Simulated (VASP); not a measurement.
```xyz
3
Lattice="0.0000 2.9307 2.9307 2.9307 0.0000 2.9307 2.9307 2.9307 0.0000" Properties=species:S:1:pos:R:3 pbc="T T T"
Pb     0.0000     0.0000     0.0000
F      4.3961     4.3961     4.3961
F      1.4654     1.4654     1.4654
```

All values below come from PBE0 hybrid, VASP's PBE PAW potentials (set 64) (plane waves; VASP). Numerical set-up: 400 eV cut-off, 5×5×5 Γ-centred mesh, Gaussian smearing of 0.010 eV, potentials Pb_d F.

At this cut-off the stress carries a Pulay error, which pulls relaxed volumes low.

Q: Give the stress tensor in GPa (positive for a compressed cell).

A: 
```
-3.07   0.00   0.00
 0.00  -3.07   0.00
 0.00   0.00  -3.07
```
The pressure is its mean diagonal, -3.07 GPa.

The structure comes from a computed database's PbF2 entry; how it stands against other phases isn't given here. The cell was not relaxed at this level.
